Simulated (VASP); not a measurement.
Computed with HSE06 screened hybrid, VASP's PBE PAW potentials (set 64) (plane waves; VASP).

The input files of a VASP run:

INCAR:
```
# general
SYSTEM  =BC63
PREC    =Normal
ENCUT   =400   # plane-wave cut-off (eV)
LREAL   =Auto
LASPH   =T   # aspherical one-centre terms
ISYM    =0
NELECT  =256.0

# electronic loop
EDIFF   =1E-5   # SCF stop (eV)
NELM    =50
NELMIN  =4
ALGO    =Normal

# smearing
ISMEAR  =0
SIGMA   =0.05   # width (eV)

# functional
GGA     =PE   # PBE
LHFCALC =T
AEXX    =0.25
HFSCREEN=0.2   # 1/Angstrom
PRECFOCK=Fast

# ions
ISIF    =0

# output
LWAVE   =F
LCHARG  =F
```

### POSCAR
```
BC63
7.1465550
  1.0000000222   0.0000000000   0.0000000000
  0.0000000000   1.0000000222   0.0000000000
  0.0000000000   0.0000000000   1.0000000222
C B
63 1
Cart
  0.4999070368   0.0002039986   0.0001621217
  0.6245358424   0.1245154252   0.1245608701
  0.7498436410   0.2502398144   0.9999281237
  0.8755349570   0.3755138386   0.1245475461
  0.7498199691   0.9999448131   0.2502506303
  0.8755612498   0.1244932822   0.3756009428
  0.9999189030   0.0002545467   0.0001356176
  0.1250582900   0.1253395930   0.1253019056
  0.2499711758   0.2502718124   0.0003625492
  0.3750839890   0.3753167349   0.1254725182
  0.4999301870   0.5002050161   0.0001582631
  0.6247449847   0.6250074994   0.1254988557
  0.7498386514   0.7501532170   0.0004067478
  0.8748059097   0.8750612034   0.1253348758
  0.2500064467   0.0004115920   0.2502462642
  0.3751084319   0.1254511191   0.3753880611
  0.5013634772   0.2495415355   0.2495659026
  0.6281414276   0.3719482910   0.3719651112
  0.7505365906   0.4986923933   0.2495363867
  0.8746355872   0.6249713451   0.3752879856
  0.4999286699   0.0001341764   0.5001544224
  0.6247341409   0.1254430527   0.6250129596
  0.7504986987   0.2495151919   0.4986926496
  0.8745950441   0.3753323124   0.6250225464
  0.7498619573   0.0003735770   0.7500902386
  0.8748065470   0.1253098096   0.8749953128
  0.9998945982   0.5001259569   0.0001735166
  0.1242643807   0.6247273963   0.1245196206
  0.2499882747   0.7500861306   0.9999456243
  0.3752950219   0.8758023387   0.1245173976
  0.0001328953   0.2502566790   0.2502612033
  0.1252428703   0.3753312888   0.3753287955
  0.2492717507   0.5016140300   0.2495507844
  0.3717219734   0.6283483483   0.3718902483
  0.4984584018   0.7507864486   0.2494920633
  0.6247576962   0.8748357484   0.3753199730
  0.9999430968   0.0001511023   0.5001717999
  0.1242827720   0.1245059295   0.6247975481
  0.2493323898   0.2495701601   0.5016626168
  0.3717241918   0.3719590627   0.6283746013
  0.6281167732   0.6283804335   0.6283965337
  0.7505253121   0.7507570216   0.5015846824
  0.8755579082   0.8757636641   0.6247557183
  0.2500111535   0.9999343001   0.7500623326
  0.3753018340   0.1245218665   0.8757882846
  0.4984611599   0.2495160758   0.7507678541
  0.6247392170   0.3753274632   0.8748558099
  0.7505408619   0.5016323508   0.7507693740
  0.8755473737   0.6247537632   0.8758202863
  0.9996811207   0.7500830903   0.2502445071
  0.1243041663   0.8757612334   0.3755654949
  0.9999171840   0.5001656366   0.5001455848
  0.1252390127   0.6249411491   0.6249365745
  0.2493214210   0.7507365562   0.4986809259
  0.3750875273   0.8748120827   0.6250112876
  0.9996565434   0.2502079224   0.7500709240
  0.1242808194   0.3755303492   0.8758020801
  0.2493048508   0.4986893572   0.7508114426
  0.3751233173   0.6249978949   0.8748832274
  0.5013920086   0.7507594428   0.7508223991
  0.6245690070   0.8757787650   0.8758284711
  0.0001292238   0.7500473590   0.7500933096
  0.1250659675   0.8750504383   0.8750212919
  0.4998828734   0.5001826420   0.5001660703
```

### KPOINTS
```
K-points
0
Gamma
  1 1 1
0 0 0
```

POTCAR, in this order: C B (PBE.64 set). Program: vasp_gam. Read from the step before: WAVECAR.

The run wrote:

OSZICAR:
```
       N       E                     dE             d eps       ncg     rms          rms(c)
DAV:   1    -0.657546282749E+03   -0.65755E+03   -0.83930E+00   322   0.803E+00    0.403E+00
DAV:   2    -0.657569445505E+03   -0.23163E-01   -0.12409E-01   356   0.850E-01    0.243E+00
DAV:   3    -0.657552394800E+03    0.17051E-01   -0.13042E-02   364   0.297E-01    0.132E+00
DAV:   4    -0.657547510332E+03    0.48845E-02   -0.42981E-03   356   0.176E-01    0.699E-01
DAV:   5    -0.657546190342E+03    0.13200E-02   -0.10391E-03   364   0.875E-02    0.375E-01
DAV:   6    -0.657545810788E+03    0.37955E-03   -0.24258E-04   356   0.437E-02    0.202E-01
DAV:   7    -0.657545699085E+03    0.11170E-03   -0.62092E-05   363   0.230E-02    0.109E-01
DAV:   8    -0.657545666416E+03    0.32669E-04   -0.14910E-05   219   0.119E-02    0.606E-02
DAV:   9    -0.657545657120E+03    0.92961E-05   -0.56859E-06   219   0.810E-03
   1 F= -.65754566E+03 E0= -.65754566E+03  d E =-.271386E-11
```

### OUTCAR
```
------------------------ aborting loop because EDIFF is reached ----------------------------------------
  volume of cell :      365.00
      direct lattice vectors                 reciprocal lattice vectors
     7.146555159  0.000000000  0.000000000     0.139927556  0.000000000  0.000000000
     0.000000000  7.146555159  0.000000000     0.000000000  0.139927556  0.000000000
     0.000000000  0.000000000  7.146555159     0.000000000  0.000000000  0.139927556
 POSITION                                       TOTAL-FORCE (eV/Angst)
 -----------------------------------------------------------------------------------
      3.57261      0.00146      0.00116         0.004957     -0.014155      0.002425
      4.46328      0.88986      0.89018        -0.004751      0.014975     -0.002052
      5.35880      1.78835      7.14604        -0.003657     -0.002562      0.005784
      6.25706      2.68363      0.89009        -0.006071      0.007721      0.001382
      5.35863      7.14616      1.78843         0.010506     -0.003006      0.005577
      6.25725      0.88970      2.68425        -0.010867      0.016502     -0.012288
      7.14598      0.00182      0.00097         0.005520     -0.020856      0.012790
      0.89374      0.89575      0.89548         0.005052      0.002989      0.004746
      1.78643      1.78858      0.00259         0.006795     -0.006883      0.009728
      2.68056      2.68222      0.89670         0.004310      0.012135     -0.004703
      3.57278      3.57474      0.00113        -0.000858     -0.014662      0.008771
      4.46477      4.46665      0.89688         0.001044     -0.004058     -0.014999
      5.35876      5.36101      0.00291         0.005873     -0.017694      0.006736
      6.25185      6.25367      0.89571        -0.010874     -0.004109     -0.007986
      1.78668      0.00294      1.78840        -0.004353     -0.004944      0.004555
      2.68073      0.89654      2.68273         0.000604      0.004423     -0.007893
      3.58302      1.78336      1.78354        -0.002623     -0.014529     -0.014830
      4.48905      2.65815      2.65827         0.028530     -0.035809     -0.038449
      5.36375      3.56393      1.78333         0.014167      0.008127     -0.010456
      6.25063      4.46639      2.68202        -0.009042     -0.002687      0.014825
      3.57277      0.00096      3.57438        -0.001086     -0.004653      0.009056
      4.46470      0.89649      4.46669         0.000085     -0.002754     -0.011962
      5.36348      1.78317      3.56393         0.025110     -0.008509      0.020841
      6.25034      2.68233      4.46676         0.002056      0.001352     -0.021469
      5.35893      0.00267      5.36056        -0.004030     -0.000799     -0.000633
      6.25185      0.89553      6.25320        -0.017544      0.003928      0.000452
      7.14580      3.57418      0.00124         0.003202      0.001665     -0.001681
      0.88806      4.46465      0.88989         0.008902      0.011816      0.008784
      1.78655      5.36053      7.14617        -0.000682     -0.000015      0.000068
      2.68207      6.25897      0.88987         0.002747     -0.003799      0.007568
      0.00095      1.78847      1.78851         0.002988     -0.007666      0.003200
      0.89506      2.68233      2.68231        -0.006341      0.002811      0.010210
      1.78143      3.58481      1.78343        -0.004953     -0.013811     -0.020081
      2.65653      4.49053      2.65773        -0.042130      0.044546     -0.027439
      3.56226      5.36554      1.78301         0.008666      0.011638      0.001030
      4.46487      6.25206      2.68224        -0.009937      0.002049      0.002141
      7.14615      0.00108      3.57451        -0.001794     -0.008205      0.000982
      0.88819      0.88979      4.46515         0.011555      0.014594     -0.009513
      1.78187      1.78357      3.58516        -0.023979     -0.023202     -0.016656
      2.65655      2.65823      4.49071        -0.040577     -0.038875      0.044399
      4.48887      4.49076      4.49087         0.039639      0.034124      0.028392
      5.36367      5.36533      3.58460         0.015982      0.015231     -0.002439
      6.25722      6.25869      4.46485        -0.007944     -0.006138      0.002761
      1.78672      7.14609      5.36036        -0.003909     -0.003644      0.008071
      2.68212      0.88990      6.25887         0.000716      0.012292     -0.009844
      3.56228      1.78318      5.36540         0.008986     -0.004494      0.018878
      4.46473      2.68230      6.25221        -0.000714      0.006602     -0.001217
      5.36378      3.58494      5.36541         0.006908     -0.014813      0.021901
      6.25715      4.46484      6.25910        -0.008346      0.005711     -0.010814
      7.14428      5.36051      1.78839         0.006996      0.002239     -0.002211
      0.88835      6.25868      2.68400         0.006044      0.000931     -0.005770
      7.14596      3.57446      3.57432         0.001832     -0.010400      0.000971
      0.89503      4.46618      4.46614        -0.002921      0.004612      0.014360
      1.78179      5.36518      3.56385        -0.014023      0.016288      0.012024
      2.68058      6.25189      4.46668         0.010186      0.004802     -0.012087
      7.14410      1.78812      5.36042         0.011303      0.011930      0.005620
      0.88818      2.68375      6.25897         0.001883      0.003928     -0.012299
      1.78167      3.56391      5.36572        -0.011379      0.009709      0.003669
      2.68084      4.46658      6.25240        -0.007823     -0.005741     -0.003736
      3.58323      5.36534      5.36579        -0.008469      0.019519      0.008022
      4.46352      6.25880      6.25916        -0.011788      0.005671     -0.013449
      0.00092      5.36025      5.36058         0.007049      0.005560     -0.005961
      0.89379      6.25360      6.25339         0.001043     -0.013678     -0.007211
      3.57244      3.57458      3.57446         0.012227     -0.003272     -0.000591
 -----------------------------------------------------------------------------------
    total drift:                                0.004531     -0.023579     -0.030690
  FREE ENERGIE OF THE ION-ELECTRON SYSTEM (eV)
  ---------------------------------------------------
  free  energy   TOTEN  =      -657.5456571201 eV

  energy  without entropy=     -657.5456571201  energy(sigma->0) =     -657.54565712

  exchange ACFDT corr.  =         0.00000000  see jH, gK, PRB 81, 115126
```
(Selected blocks of OUTCAR.)

The cell is charged, with a uniform compensating background. The supercell is sampled at Γ alone, which is coarse: total energies, pressure and levels can be off, energies of defects by several tenths of an eV.

The cell is a supercell with a defect, built from C (diamond): B_C, charge -1. The cell's shape comes from a PBE relaxation. The run is not spin-polarised, so no state with unpaired spins was tried.
